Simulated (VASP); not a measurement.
Data:

```yaml
crystal:
  lattice:
    - [0.00000, 3.21752, 3.21752]
    - [3.21752, 0.00000, 3.21752]
    - [3.21752, 3.21752, 0.00000]
  atoms:
    - { symbol: Na, position: [0.25000, 0.25000, 0.25000] }
    - { symbol: Na, position: [0.75000, 0.75000, 0.75000] }
    - { symbol: S, position: [0.00000, 0.00000, 0.00000] }
```

All values below come from PBE GGA, VASP's PBE PAW potentials (set 64) (plane waves; VASP 6.6.1). Numerical set-up: 480 eV cut-off, 6×6×6 Γ-centred mesh, Gaussian smearing of 0.050 eV, potentials Na_pv S.

Q: Estimate the energy per atom (σ→0), pressure, band gap (on the k-mesh) with the smallest direct gap where there is one.

A: 
| Property | Value |
|---|---|
| band gap (on the k-mesh) | 2.65 eV |
| smallest direct gap (on the k-mesh) | 2.65 eV |
| energy per atom (σ→0) | -3.317 eV/atom |
| pressure | 1.95 GPa |

The compound is Na2S in the antifluorite structure. It was relaxed first under an external pressure of 2 GPa.
